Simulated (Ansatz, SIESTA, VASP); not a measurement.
# Mg6SiB: 3 runs at one level of theory

```
Si Mg B
1.0
     3.97571    0.00000    0.00000
     0.00000    3.89167    4.93801
     0.00000   -3.89167    4.93801
Si Mg B
1 6 1
Direct
  0.99679 0.94457 0.94263
  0.51819 0.13940 0.14430
  0.50914 0.09967 0.66252
  0.50811 0.66730 0.09590
  0.98415 0.37431 0.37140
  0.00247 0.45283 0.81795
  0.98665 0.81208 0.44778
  0.51627 0.52422 0.51496
```

The cell comes from a database or a generator and needn't be the stable form of this composition.

Atoms were shifted at random by some hundredths of an Å from the given cell, which wasn't relaxed again for these runs.

Alike in all runs: task single point; functional PBE; k mesh 7 × 5 × 5; occupations fermi-dirac, width 0.05 eV; no spin polarisation; no spin-orbit coupling. Pressure is positive in compression and, in plane waves, holds the error of the finite cutoff, which Ansatz's Pulay term estimates and takes out.

```
                                                                                   program and potentials  plane-wave cutoff (eV)                                                    notes  pressure (GPa)  largest force (eV/Å)  energy over the undisturbed cell (meV/atom)
                                                                                       Ansatz, Ansatz PAW                     420                8.38 valence electrons an atom on average            0.00                 0.659                                        11.33
SIESTA, files PseudoDojo sr-pbe-0.4.1-standard, DZP (energy shift 0.003 Ry; two zetas on semicore shells)                       -  atomic basis; 8.38 valence electrons an atom on average            2.06                 0.807                                        10.32
                                                                    VASP, PBE PAW files B, Mg, Si, 520 eV                     520                2.38 valence electrons an atom on average           -0.13                 0.661                                            -
```

Force on atom 5 (Mg), eV/Å:

```json
{"program and potentials": "Ansatz, Ansatz PAW", "x": "0.657", "y": "-0.021", "z": "-0.041"}
{"program and potentials": "SIESTA, files PseudoDojo sr-pbe-0.4.1-standard, DZP (energy shift 0.003 Ry; two zetas on semicore shells)", "x": "0.748", "y": "-0.032", "z": "-0.300"}
{"program and potentials": "VASP, PBE PAW files B, Mg, Si, 520 eV", "x": "0.660", "y": "-0.021", "z": "-0.040"}
```

The pressure spans -0.13 (VASP, PBE PAW files B, Mg, Si, 520 eV) to 2.06 GPa (SIESTA, files PseudoDojo sr-pbe-0.4.1-standard, DZP (energy shift 0.003 Ry; two zetas on semicore shells)). Rows in atomic bases carry the error of their basis and grid, which can be large.

The functional is the same throughout but for its coding, so the spread measures potentials, basis and numerics; runs on potential files found faulty are left out.
